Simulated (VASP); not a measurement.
Input:

```yaml
crystal:
  lattice:
    - [0.00000, 3.52037, 3.52037]
    - [3.52037, 0.00000, 3.52037]
    - [3.52037, 3.52037, 0.00000]
  atoms:
    - { symbol: K, position: [0.00000, 0.00000, 0.00000] }
    - { symbol: I, position: [0.50000, 0.50000, 0.50000] }
```

Computed with PBE GGA, VASP's PBE PAW potentials (set 64) (plane waves; VASP). Run with 520 eV cut-off, 7×7×7 Γ-centred mesh, Gaussian smearing of 0.050 eV, potentials K_sv I.

Problem. The job: KI (rock salt), 2 atoms, PBE, static run, 520 eV, 7×7×7 Γ-centred mesh. Roughly how much core time does it take on a busy server core?

Solution. About 20 core-seconds (one run on a shared machine, a rough figure). It had 20 irreducible k-points, 12 bands, up to 2397 plane waves and 15 electronic steps.

The compound is KI in the rock salt structure. This cell is one point of a volume scan, at 0.94 of the reference volume.
